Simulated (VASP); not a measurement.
An input for Quantum ESPRESSO's pw.x (written as the equivalent of a VASP run, and not itself run):

```
&CONTROL
  calculation = 'scf'
  pseudo_dir = './pseudo'
  outdir = './out'
  tprnfor = .true.
  tstress = .true.
/
&SYSTEM
  ibrav = 0
  nat = 2
  ntyp = 2
  ecutwfc = 74
  occupations = 'smearing'
  smearing = 'gaussian'
  degauss = 0.003675
  input_dft = 'pbe'
/
&ELECTRONS
  conv_thr = 7.3e-09
  electron_maxstep = 100
/
ATOMIC_SPECIES
  Li 6.940 Li.upf
  Cl 35.450 Cl.upf
CELL_PARAMETERS angstrom
     0.0000000    2.5175363    2.5175363
     2.5175363    0.0000000    2.5175363
     2.5175363    2.5175363    0.0000000
ATOMIC_POSITIONS crystal
  Li   0.0000000  0.0000000  0.0000000
  Cl   0.5000000  0.5000000  0.5000000
K_POINTS automatic
  9 9 9 0 0 0
```

**Question.** Translate this input to VASP (INCAR, KPOINTS, POSCAR, choice of POTCAR).

**Answer.** One answer among several that fit: 
**INCAR**
```
SYSTEM  =  LiCl
PREC  =  Accurate; ENCUT  =  520; LREAL  =  .FALSE.
LASPH  =  .TRUE.
EDIFF  =  1E-7; NELM  =  100; ALGO  =  Normal
ISMEAR  =  0; SIGMA  =  0.05
GGA  =  PE
ISIF  =  2
LWAVE  =  .FALSE.; LCHARG  =  .FALSE.
```

### KPOINTS
```
Automatic mesh
0
Gamma
9 9 9
0 0 0
```

File POSCAR:
```
LiCl
1.0
  0.0000000000   2.5175362994   2.5175362994
  2.5175362994   0.0000000000   2.5175362994
  2.5175362994   2.5175362994   0.0000000000
Li Cl
1 1
Cart
  0.0000000000   0.0000000000   0.0000000000
  2.5175362994   2.5175362994   2.5175362994
```

POTCAR, in this order: Li_sv Cl (PBE.64 set). Program: vasp_std.

Limits of the translation: the potentials are each code's own (VASP's PAW set, PseudoDojo norm-conserving files in pw.x), so ENCUT and ecutwfc are chosen apart and not converted; conv_thr bounds pw.x's estimated SCF error, while EDIFF bounds the energy change between steps.

The compound is LiCl in the rock salt structure. This cell is one point of a volume scan, at 0.94 of the reference volume.
